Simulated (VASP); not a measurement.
## Cr: relaxation of cell and atoms with PBE

Cr:

```
Cr
1.0
    -1.42327    1.42327    1.42327
     1.42327   -1.42327    1.42327
     1.42327    1.42327   -1.42327
Cr
1
Direct
  0.00000 0.00000 0.00000
```

```json
{"Program": "VASP 6.6.1", "Task": "relaxation of cell and atoms", "Functional": "PBE", "Potentials or basis": "VASP PAW PBE potentials, release 64 (Cr_pv)", "Cutoff": "520 eV", "k mesh": "21 × 21 × 21", "Occupations": "gaussian, width 0.1 eV", "Spin": "collinear spin, ferromagnetic start", "Starting moments": "[3.0] μB", "Further INCAR settings": "ALGO = Normal; EDIFF = 1e-07; IBRION = 2; POTIM = 0.3; EDIFFG = -0.005; NSW = 60; ISIF = 3"}
```

```
Pressure after relaxing                               : 0.0 GPa
Band gap on the k mesh                                : none (metal or under the smearing width)
Net moment                                            : 0.00 μB per cell
Valence electrons inside the program's atomic spheres : Cr 11.06
```

Final structure:
```xyz
1
Lattice="-1.4233 1.4233 1.4233 1.4233 -1.4233 1.4233 1.4233 1.4233 -1.4233" Properties=species:S:1:pos:R:3 pbc="T T T"
Cr    0.0000    0.0000    0.0000
```

Levels at points of the mesh, in eV from the Fermi level:
Spin up:
| k point | band 4 | band 5 | band 6 | band 7 | band 8 | band 9 |
| --- | --- | --- | --- | --- | --- | --- |
| (0.00, 0.00, 0.00) | -7.88 | -0.94 | -0.94 | -0.94 | 1.12 | 1.12 |
Spin down:
| k point | band 2 | band 3 | band 4 | band 5 | band 6 | band 7 | band 8 | band 9 | band 10 | band 11 |
| --- | --- | --- | --- | --- | --- | --- | --- | --- | --- | --- |
| (0.00, 0.00, 0.00) | -42.75 | -42.75 | -7.88 | -0.94 | -0.94 | -0.94 | 1.12 | 1.12 | 7.08 | 22.30 |

It took 41 s on 1 thread of AMD EPYC 9R45 (Zen 5) (shared host), peak memory 0.14 GiB.

Caveat: the starting moments collapsed, and a magnetic state may lie lower; the relaxation stopped at its first step, so nothing moved.
